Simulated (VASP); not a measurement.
## HfB2: structure and properties in VASP

Aim: relax HfB2, then compute properties on the relaxed cell. The steps: relaxing cell and atoms (r2SCAN + rVV10), density, ELF and potential (r2SCAN + rVV10), band structure (r2SCAN + rVV10), total and projected DOS (r2SCAN + rVV10), volume scan with r2SCAN + rVV10, fit for r2SCAN + rVV10 and electric field gradients (r2SCAN + rVV10). The start is a cell from a database of measured crystal structures.

Main program and level: VASP 6.6.1; r2SCAN with rVV10; plane waves and PAW (Hf_pv, B).

Report form: the programs' logs are mostly left out.

## (1) The starting structure

Before any relaxation, the start is as follows. The structure is hexagonal, space group P6/mmm (No. 191). Conventional cell: a = 3.140 Å, b = 3.140 Å, c = 3.480 Å, α = 90.00°, β = 90.00°, γ = 120.00°. Nearest to Hf lie 12 B at 2.51 Å. Nearest to B lie 3 B at 1.81 Å and 6 Hf at 2.51 Å. Farther neighbours are not listed.

As a file:

```
Hf B
1.0
     3.14000    0.00000    0.00000
    -1.57000    2.71932    0.00000
     0.00000    0.00000    3.48000
Hf B
1 2
Direct
  0.00000 0.00000 0.00000
  0.33333 0.66667 0.50000
  0.66667 0.33333 0.50000
```

## (2) Relaxing cell and atoms (r2SCAN + rVV10)

The start need not lie at this functional's minimum. ISIF = 3 frees volume, shape and positions, and EDIFFG sets the threshold on forces and stress at which the search stops. r2SCAN adds the kinetic-energy density, costs more than a GGA and is run with LASPH. LUSE_VDW switches on a nonlocal correlation term for dispersion.

The input, INCAR:

```
SYSTEM = HfB2
PREC = Accurate
ENCUT = 420
EDIFF = 1E-06
NELM = 100
ISMEAR = 0
SIGMA = 0.05
LREAL = .FALSE.
ALGO = Normal
METAGGA = R2SCAN
LUSE_VDW = .TRUE.
IVDW_NL = 2
BPARAM = 11.95
CPARAM = 0.0093
LASPH = .TRUE.
NBANDS = 14
LORBIT = 11
LWAVE = .FALSE.
LCHARG = .FALSE.
KPAR = 2
IBRION = 2
NSW = 60
ISIF = 3
EDIFFG = -0.01
```

The input, POSCAR:

```
HfB2
1.0
    3.1400000000      0.0000000000      0.0000000000
   -1.5700000000      2.7193197679      0.0000000000
    0.0000000000      0.0000000000      3.4800000000
Hf B
1 2
Direct
    0.0000000000      0.0000000000      0.0000000000
    0.3333333333      0.6666666667      0.5000000000
    0.6666666667      0.3333333333      0.5000000000
```

The input, KPOINTS:

```
Automatic mesh
0
Gamma
10 10 8
0 0 0
```

PAW data sets: Hf_pv and B (PBE family, release 64).

The run is started by

```bash
> mpirun -np 2 vasp_std
```

Run time: 2.8 min. Hardware: 2 MPI ranks of AMD EPYC 7R13 (Zen 3), shared host; peak memory 0.41 GiB; 5.6 min of CPU time.

Harder data sets than Hf_pv exist (the GW ones), and pressures, volumes and forces can shift noticeably with them. The PAW data sets were made with PBE, which is usual practice but a small mismatch for other functionals. The run keeps the 24 symmetry operations of its start, so it cannot find a distortion of lower symmetry.

Relaxation path:

```csv
step,energy less that of the first step (eV),largest force (eV/Å),pressure (GPa),volume (Å³)
1,0.0000,0.0000,-2.00,29.71
2,0.0013,0.0000,3.45,29.18
3,-0.0014,0.0000,0.19,29.47
4,-0.0014,0.0000,0.04,29.49
5,-0.0014,0.0000,0.08,29.48
6,-0.0015,0.0000,0.06,29.49
```

```csv
"conventional cell, symmetrised",before,after,change
a (Å),3.140,3.130,-0.3 %
b (Å),3.140,3.130,-0.3 %
c (Å),3.480,3.477,-0.1 %
volume (Å³/atom),9.90,9.83,-0.8 %
```

Final coordinates:

```xyz
3
Lattice="3.1297 0.0000 0.0000 -1.5648 2.7104 0.0000 0.0000 0.0000 3.4766" Properties=species:S:1:pos:R:3 pbc="T T T"
Hf    0.0000    0.0000    0.0000
B     0.0000    1.8069    1.7383
B     1.5648    0.9035    1.7383
```

This step gave:

```yaml
electrons: 16
bands: 14
irreducible_k_points: 70
symmetry_operations: 24
free_energy_toten: -62.9248 eV
energy_at_zero_smearing: -62.9244 eV
fermi_energy: 7.633 eV
pressure: 0.05624 GPa
metallic: yes
scf_cycles_over_all_ionic_steps: 38
```

It ends with forces that vanish by symmetry and a pressure of 0.06 GPa. The volume lies -0.8 % from that of the database's start, which holds the thermal and zero-point expansion of its experiment.

## (3) Density, ELF and potential (r2SCAN + rVV10)

The relaxed cell gets a fresh self-consistent run, on a basis set for its own volume, to fix the density and to check the remaining stress.

Edit INCAR of step 2 so:

```diff
@@ -18,7 +18,5 @@
 LWAVE = .FALSE.
-LCHARG = .FALSE.
-KPAR = 2
-IBRION = 2
-NSW = 60
-ISIF = 3
-EDIFFG = -0.01
+LCHARG = .TRUE.
+ISIF = 2
+LELF = .TRUE.
+LVHAR = .TRUE.
```

The input, POSCAR:

```
HfB2
1.0
    3.1296949394      0.0000000000      0.0000000000
   -1.5648474697      2.7103953236      0.0000000000
    0.0000000000      0.0000000000      3.4765779959
Hf B
1 2
Direct
    0.0000000000      0.0000000000      0.0000000000
    0.3333333333      0.6666666667      0.5000000000
    0.6666666667      0.3333333333      0.5000000000
```

KPOINTS is that of step 2.

The run is started by

```bash
> mpirun -np 2 vasp_std
```

Wall time 42 s (2 MPI ranks); peak memory 0.32 GiB; 82 s of CPU time.

This step gave:

```yaml
scf_cycles: 12
free_energy_toten: -62.9246 eV
energy_at_zero_smearing: -62.9242 eV
pressure: 0.01454 GPa
```

Valence electrons inside each PAW sphere by angular momentum. Sphere charges, by row:

```csv
atom,s (e),p (e),d (e),tot (e)
Hf1,0.304,6.6,1.831,8.734
B2,0.68,1.28,0,1.959
B3,0.68,1.28,0,1.959
```

Valence density in the ab plane at fractional z = 0.500, with atoms of B within 0.2 Å of it. It is the smooth field of the valence electrons, not physical close to the nuclei.

Values in e/Å³, 16 rows by 16 columns:
```
0.17 0.19 0.23 0.30 0.41 0.54 0.68 0.77 0.77 0.68 0.54 0.41 0.30 0.23 0.19 0.17
0.20 0.23 0.29 0.38 0.51 0.65 0.76 0.80 0.76 0.65 0.51 0.38 0.29 0.23 0.20 0.19
0.25 0.30 0.38 0.50 0.62 0.71 0.72 0.72 0.71 0.62 0.50 0.38 0.30 0.25 0.23 0.23
0.34 0.41 0.51 0.62 0.67 0.58 0.50 0.58 0.67 0.62 0.51 0.41 0.34 0.30 0.29 0.30
0.46 0.54 0.65 0.71 0.58 0.35 0.35 0.58 0.71 0.65 0.54 0.46 0.41 0.38 0.38 0.41
0.59 0.68 0.76 0.72 0.50 0.35 0.50 0.72 0.76 0.68 0.59 0.54 0.51 0.50 0.51 0.54
0.71 0.77 0.80 0.72 0.58 0.58 0.72 0.80 0.77 0.71 0.68 0.65 0.62 0.62 0.65 0.68
0.76 0.77 0.76 0.71 0.67 0.71 0.76 0.77 0.76 0.77 0.76 0.71 0.67 0.71 0.76 0.77
0.71 0.68 0.65 0.62 0.62 0.65 0.68 0.71 0.77 0.80 0.72 0.58 0.58 0.72 0.80 0.77
0.59 0.54 0.51 0.50 0.51 0.54 0.59 0.68 0.76 0.72 0.50 0.35 0.50 0.72 0.76 0.68
0.46 0.41 0.38 0.38 0.41 0.46 0.54 0.65 0.71 0.58 0.35 0.35 0.58 0.71 0.65 0.54
0.34 0.30 0.29 0.30 0.34 0.41 0.51 0.62 0.67 0.58 0.50 0.58 0.67 0.62 0.51 0.41
0.25 0.23 0.23 0.25 0.30 0.38 0.50 0.62 0.71 0.72 0.72 0.71 0.62 0.50 0.38 0.30
0.20 0.19 0.20 0.23 0.29 0.38 0.51 0.65 0.76 0.80 0.76 0.65 0.51 0.38 0.29 0.23
0.17 0.17 0.19 0.23 0.30 0.41 0.54 0.68 0.77 0.77 0.68 0.54 0.41 0.30 0.23 0.19
0.16 0.17 0.20 0.25 0.34 0.46 0.59 0.71 0.76 0.71 0.59 0.46 0.34 0.25 0.20 0.17
```
Columns run along a (3.1 Å), rows up along b (3.1 Å). Atoms in or near the plane, at fractional coordinates: B at (0.33, 0.67), B at (0.67, 0.33).

ELF in the ab plane at fractional z = 0.500, with atoms of B within 0.2 Å of it. It is the smooth field of the valence electrons, not physical close to the nuclei.

Ten even steps from '0' (0.01) to '9' (0.86):
```
2235689999865322
2346777777764322
4566543345665433
6675310135766545
7874100147876666
9973000379987678
9973113799975579
9974347999743479
9975579997311379
9876789973000379
7666678741001478
6545667531013576
4334566543345665
2223467777777643
2223568999986532
1224679999976422
```
Columns run along a (3.1 Å), rows up along b (3.1 Å). Atoms in or near the plane, at fractional coordinates: B at (0.33, 0.67), B at (0.67, 0.33).

Electrostatic potential energy in the ab plane at fractional z = 0.500, with atoms of B within 0.2 Å of it. With pseudopotentials it is smooth inside the atoms' cores, unlike the true potential.

Ten even steps from '_' (-33 eV) to '@' (0 eV):
```
@@@@@@@@@@%%##****##%%@@@@@@@@@@
@@@@@@@@%%++::....++%%@@@@@@@@@@
@@@@@@##--________--##@@@@@@@@@@
@@@@%%--__++@@++__--%%@@@@@@@@@@
@@%%++__++@@@@++__++%%@@@@@@@@@@
%%##::__@@@@@@__::##%%%%%%##%%%%
%%**..__++++__..**%%##++----++##
%%**..______::**%%**::______..**
%%##++----++##%%**..__++++__..**
%%%%%%##%%%%%%##::__@@@@@@__::##
@@@@@@@@@@@@%%++__++@@@@++__++%%
@@@@@@@@@@@@%%--__++@@++__--%%@@
@@@@@@@@@@@@##--________--##@@@@
@@@@@@@@@@@@%%++....::++%%@@@@@@
@@@@@@@@@@@@%%##****##%%@@@@@@@@
@@@@@@@@@@@@%%%%%%%%%%@@@@@@@@@@
```
Columns run along a (3.1 Å; values clipped at the 3rd and 97th percentile), rows up along b (3.1 Å). Atoms in or near the plane, at fractional coordinates: B at (0.33, 0.67), B at (0.67, 0.33).

In this run the pressure is 0.01 GPa, small enough to go on.

## (4) Band structure (r2SCAN + rVV10)

Levels along the symmetry lines show where the bands peak and cross; KPOINTS_OPT computes them in the converged potential.

Edit INCAR of step 3 so:

```diff
@@ -15,8 +15,6 @@
 LASPH = .TRUE.
-NBANDS = 14
+NBANDS = 21
 LORBIT = 11
 LWAVE = .FALSE.
-LCHARG = .TRUE.
-ISIF = 2
-LELF = .TRUE.
-LVHAR = .TRUE.
+LCHARG = .FALSE.
+KPAR = 2
```

POSCAR is that of step 3.

KPOINTS is that of step 3.

The input, KPOINTS_OPT:

```
Line mode
16
Line-mode
Reciprocal
  0.00000000   0.00000000   0.00000000 GAMMA
  0.50000000   0.00000000   0.00000000 M

  0.50000000   0.00000000   0.00000000 M
  0.33333333   0.33333333   0.00000000 K

  0.33333333   0.33333333   0.00000000 K
  0.00000000   0.00000000   0.00000000 GAMMA

  0.00000000   0.00000000   0.00000000 GAMMA
  0.00000000   0.00000000   0.50000000 A

  0.00000000   0.00000000   0.50000000 A
  0.50000000   0.00000000   0.50000000 L

  0.50000000   0.00000000   0.50000000 L
  0.33333333   0.33333333   0.50000000 H

  0.33333333   0.33333333   0.50000000 H
  0.00000000   0.00000000   0.50000000 A

  0.50000000   0.00000000   0.50000000 L
  0.50000000   0.00000000   0.00000000 M

  0.33333333   0.33333333   0.00000000 K
  0.33333333   0.33333333   0.50000000 H
```

The run is started by

```bash
> mpirun -np 2 vasp_std
```

The job ended after 1.7 min (2 MPI ranks; peak memory 0.44 GiB).

Spin-orbit coupling is off here; with elements this heavy it splits and shifts levels by tenths of an eV or more.

Numbers from this step:

```
SCF cycles : 13
bands      : 21
pressure   : 0.04779 GPa
```

Electronic bands along the path, in eV, zero at the Fermi level; # counts the bands kept:

```csv
point,#2,#3,#4,#5,#6,#7,#8,#9
Γ,-3.02,-2.96,-2.91,-2.91,4.42,4.42,5.10,5.10
0.47 of the way,-5.58,-3.67,-3.12,-2.25,2.31,3.72,4.21,4.25
M,-9.68,-4.28,-3.56,-2.88,2.31,3.03,6.06,6.17
0.47 of the way,-9.50,-5.66,-3.92,-0.84,-0.32,3.81,5.51,6.31
K,-8.84,-8.04,-2.65,-2.65,1.92,1.92,3.85,10.09
0.47 of the way,-6.35,-4.64,-3.83,-1.02,1.46,1.67,5.16,6.84
Γ,-3.02,-2.96,-2.91,-2.91,4.42,4.42,5.10,5.10
0.47 of the way,-6.23,-2.36,-2.36,0.09,1.78,1.78,3.46,3.46
A,-8.76,-1.12,-1.12,0.50,0.50,1.22,1.22,2.52
0.47 of the way,-7.13,-5.03,-3.77,-1.54,2.88,2.91,3.43,4.55
L,-7.98,-5.13,-4.87,-2.88,4.30,4.58,6.70,7.66
0.47 of the way,-8.41,-5.48,-4.29,-3.04,4.76,5.62,6.93,7.54
H,-9.68,-5.78,-3.33,-3.33,4.96,5.93,7.40,7.40
0.47 of the way,-6.23,-6.09,-4.70,-2.36,3.50,4.46,4.52,5.33
A,-8.76,-1.12,-1.12,0.50,0.50,1.22,1.22,2.52
jump to L,-7.98,-5.13,-4.87,-2.88,4.30,4.58,6.70,7.66
0.47 of the way,-9.25,-4.54,-3.48,-3.42,1.66,5.30,6.45,7.22
M,-9.68,-4.28,-3.56,-2.88,2.31,3.03,6.06,6.17
jump to K,-8.84,-8.04,-2.65,-2.65,1.92,1.92,3.85,10.09
0.53 of the way,-9.32,-6.91,-3.14,-3.14,4.48,4.48,4.59,7.61
H,-9.68,-5.78,-3.33,-3.33,4.96,5.93,7.40,7.40
```

Of the projections kept (Hf, B), the largest for each band there; the rest of the weight can lie on other orbitals:

```csv
point,#2,#3,#4,#5,#6,#7,#8,#9
Γ,Hf 0.97,B 0.65,B 0.62,B 0.62,Hf 1.00,Hf 1.00,Hf 0.68,Hf 0.68
M,B 0.78,Hf 0.57,B 0.87,Hf 0.87,B 0.80,Hf 1.00,Hf 0.73,Hf 0.95
K,B 0.76,B 0.65,Hf 0.59,Hf 0.59,Hf 0.78,Hf 0.78,Hf 0.86,Hf 0.62
Γ,Hf 0.97,B 0.65,B 0.62,B 0.62,Hf 1.00,Hf 1.00,Hf 0.68,Hf 0.68
A,Hf 0.60,B 1.00,B 1.00,Hf 0.76,Hf 0.76,Hf 1.00,Hf 1.00,Hf 0.88
L,B 0.79,B 0.69,Hf 0.75,Hf 0.57,B 0.71,Hf 0.96,Hf 1.00,Hf 0.79
```

There is no gap at this level.

## (5) Total and projected DOS (r2SCAN + rVV10)

Here the states are counted by energy and projected on the atoms. The mesh is finer than in the run before.

Edit INCAR of step 4 so:

```diff
@@ -5,3 +5,3 @@
 NELM = 100
-ISMEAR = 0
+ISMEAR = -5
 SIGMA = 0.05
@@ -20 +20,2 @@
 KPAR = 2
+NEDOS = 2001
```

POSCAR is that of step 4.

The input, KPOINTS:

```
Automatic mesh
0
Gamma
14 14 11
0 0 0
```

The run is started by

```bash
> mpirun -np 2 vasp_std
```

Run time: 1.8 min. Hardware: 2 MPI ranks; peak memory 0.46 GiB.

With tetrahedra the forces and stress of a metal are not exact derivatives of the energy.

Numbers from this step:

| Property | Result |
| --- | --- |
| SCF cycles | 12 |
| irreducible k-points | 144 |
| free energy (TOTEN) | -62.9271 eV |
| Fermi energy | 7.972 eV |
| pressure | -0.01741 GPa |
| DOS at the Fermi level | 0.2513 states/eV/cell |

The density of states has structure finer than the step of the table below, so its rows give means over 0.5 eV, whole bins alone (the curve runs from -12.0 to 7.35 eV). Peaks (eV: height): total -4.25: 3.01, -3.26: 1.66, 4.92: 1.89, 6.81: 2.12; Hf d -4.25: 0.632, -3.26: 0.410, 4.92: 1.09, 6.81: 0.933; B p -4.25: 1.06, -3.44: 0.52, 6.81: 0.346; Hf p -4.25: 0.344, -3.35: 0.259, 6.81: 0.0995; B s -11.26: 0.354, -9.28: 0.219, 6.81: 0.159.

States under -12.0 eV and over 7.3 eV are left out. Table of density of states by energy, zero at the Fermi level; means over each step; values in states/eV/cell:

```csv
energy (eV),total,Hf d,B p,Hf p,B s,Hf s
-11.5,0.716,0.0632,0.0607,0.0412,0.303,0.0200
-11.0,0.699,0.0703,0.0740,0.0334,0.281,0.0177
-10.5,0.405,0.0368,0.0523,0.0219,0.153,0.0118
-10.0,0.183,0.0120,0.0266,0.0153,0.0675,0.00467
-9.5,0.386,0.0315,0.0720,0.0264,0.123,0.0107
-9.0,0.628,0.0572,0.134,0.0389,0.180,0.0173
-8.5,0.622,0.0555,0.147,0.0395,0.155,0.0233
-8.0,0.550,0.0545,0.140,0.0306,0.113,0.0296
-7.5,0.573,0.0602,0.159,0.0309,0.0875,0.0402
-7.0,0.734,0.0812,0.220,0.0411,0.0823,0.0583
-6.5,0.598,0.0686,0.212,0.0402,0.0456,0.0331
-6.0,1.04,0.120,0.397,0.0837,0.0513,0.0537
-5.5,1.03,0.148,0.395,0.0665,0.0507,0.0381
-5.0,1.19,0.190,0.446,0.101,0.0386,0.0374
-4.5,1.76,0.335,0.637,0.186,0.0258,0.0309
-4.0,1.85,0.381,0.668,0.202,0.0153,0.0138
-3.5,1.39,0.308,0.462,0.193,0.00717,0.00176
-3.0,1.08,0.368,0.276,0.0854,0.00454,0.00238
-2.5,0.873,0.369,0.170,0.0323,0.00330,0.00485
-2.0,0.715,0.325,0.125,0.0184,0.00157,0.00444
-1.5,0.518,0.249,0.0822,0.00987,8.3e-4,0.00303
-1.0,0.267,0.136,0.0378,0.00417,4.4e-4,0.00108
-0.5,0.114,0.0627,0.0139,0.00140,2.0e-4,1.2e-4
0.0,0.251,0.125,0.0420,0.00363,4.7e-4,0.00106
0.5,0.457,0.221,0.0825,0.00779,0.00167,0.00152
1.0,0.729,0.344,0.134,0.0166,0.00727,0.00275
1.5,1.10,0.468,0.206,0.0331,0.0345,0.0116
2.0,0.959,0.459,0.152,0.0237,0.0289,0.0101
2.5,0.948,0.505,0.128,0.0233,0.0273,0.00822
3.0,1.20,0.676,0.141,0.0329,0.0341,0.0124
3.5,1.18,0.657,0.139,0.0392,0.0409,0.0155
4.0,1.35,0.761,0.165,0.0440,0.0488,0.0263
4.5,1.56,0.883,0.181,0.0590,0.0654,0.0371
5.0,1.78,1.03,0.180,0.0731,0.0979,0.0464
5.5,1.59,0.890,0.158,0.0612,0.101,0.0597
6.0,1.50,0.795,0.193,0.0557,0.0984,0.0536
6.5,1.58,0.709,0.249,0.0673,0.126,0.0842
7.0,1.77,0.741,0.302,0.0902,0.142,0.110
```

The finer mesh and the other smearing move the Fermi level by +0.34 eV from the 10×10×8 run, one measure of the sampling error in the zero of the bands above. Of the states within 0.3 eV of the Fermi level, the largest shares in the PAW spheres are Hf d 50 % and B p 17 %. The rest lies in smaller channels or between the spheres.

## (6) Volume scan with r2SCAN + rVV10

An equation of state needs energies on both sides of the minimum, all on one mesh and cutoff.

Edit INCAR of step 5 so:

```diff
@@ -5,3 +5,3 @@
 NELM = 100
-ISMEAR = -5
+ISMEAR = 0
 SIGMA = 0.05
@@ -15,3 +15,3 @@
 LASPH = .TRUE.
-NBANDS = 21
+NBANDS = 14
 LORBIT = 11
@@ -20,2 +20,2 @@
 KPAR = 2
-NEDOS = 2001
+ISIF = 2
```

The input, POSCAR:

```
HfB2
1.0
    3.0658056872      0.0000000000      0.0000000000
   -1.5329028436      2.6550656081      0.0000000000
    0.0000000000      0.0000000000      3.4056075106
Hf B
1 2
Direct
    0.0000000000      0.0000000000      0.0000000000
    0.3333333333      0.6666666667      0.5000000000
    0.6666666667      0.3333333333      0.5000000000
```

The input, KPOINTS:

```
Automatic mesh
0
Gamma
10 10 8
0 0 0
```

The run is started by

```bash
> mpirun -np 2 vasp_std
```

It took 33 s on 2 MPI ranks; peak memory 0.34 GiB; 64 s of CPU time.

The scan keeps the cell's shape and the fractional positions fixed.

This step gave:

```
bands                   : 14
irreducible k-points    : 70
free energy (TOTEN)     : -62.8258 eV
energy at zero smearing : -62.8254 eV
Fermi energy            : 8.107 eV
pressure                : 18.51 GPa
```

The pressure here is 18.51 GPa.

## (7) Volume scan with r2SCAN + rVV10 (run 2)

INCAR is that of step 6.

The input, POSCAR:

```
HfB2
1.0
    3.0873965794      0.0000000000      0.0000000000
   -1.5436982897      2.6737638693      0.0000000000
    0.0000000000      0.0000000000      3.4295914523
Hf B
1 2
Direct
    0.0000000000      0.0000000000      0.0000000000
    0.3333333333      0.6666666667      0.5000000000
    0.6666666667      0.3333333333      0.5000000000
```

KPOINTS is that of step 6.

The run is started by

```bash
> mpirun -np 2 vasp_std
```

The job ended after 45 s (2 MPI ranks; peak memory 0.38 GiB).

This step gave:

```
free energy (TOTEN)     : -62.8817 eV
energy at zero smearing : -62.8813 eV
Fermi energy            : 7.944 eV
pressure                : 11.73 GPa
```

The pressure falls from 18.51 to 11.73 GPa.

The run ends at a pressure of 11.73 GPa.

## (8) Volume scan with r2SCAN + rVV10 (run 3)

INCAR is that of step 7.

The input, POSCAR:

```
HfB2
1.0
    3.1086896425      0.0000000000      0.0000000000
   -1.5543448212      2.6922042028      0.0000000000
    0.0000000000      0.0000000000      3.4532445546
Hf B
1 2
Direct
    0.0000000000      0.0000000000      0.0000000000
    0.3333333333      0.6666666667      0.5000000000
    0.6666666667      0.3333333333      0.5000000000
```

KPOINTS is that of step 7.

The run is started by

```bash
> mpirun -np 2 vasp_std
```

Wall time 45 s (2 MPI ranks); peak memory 0.39 GiB; 88 s of CPU time.

The pressure falls from 11.73 to 5.58 GPa.

The run ends at a pressure of 5.58 GPa.

(Part 1 of 2 ends here.)

[Lines on the potential files, build, host, timing and source positions are cut from VASP's logs without a mark.]

[Logs are printed without paths, hosts, clocks, repeated set-up lines and the standing remarks that a program may print on its own settings, such as how far it seeks lower states.]

[Hosts, paths, dates, database ids (printed as entryN), source tags and the programs' standing remarks are cut or masked in the printed files.]

[A measured line is paired with the nearest computed mode of its activity, which favours agreement.]
